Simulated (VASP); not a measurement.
```xyz
2
Lattice="0.0000 2.3387 2.3387 2.3387 0.0000 2.3387 2.3387 2.3387 0.0000" Properties=species:S:1:pos:R:3 pbc="T T T"
Mg     0.0000     0.0000     0.0000
S      2.3387     2.3387     2.3387
```

Calculation: PBEsol GGA, VASP's PBE PAW potentials (set 64) (plane waves; VASP). Numerical set-up: 500 eV cut-off, 10×10×10 Γ-centred mesh, Gaussian smearing of 0.050 eV, potentials Mg S.

**Question.** Predict the energy per atom (σ→0), pressure, band gap (on the k-mesh) with the smallest direct gap where there is one.

**Answer.** 
- band gap (on the k-mesh): 2.91 eV
- smallest direct gap (on the k-mesh): 5.48 eV
- energy per atom (σ→0): -4.043 eV/atom
- pressure: 44.94 GPa

The compound is MgS in the rock salt structure. It was relaxed first under an external pressure of 45 GPa.
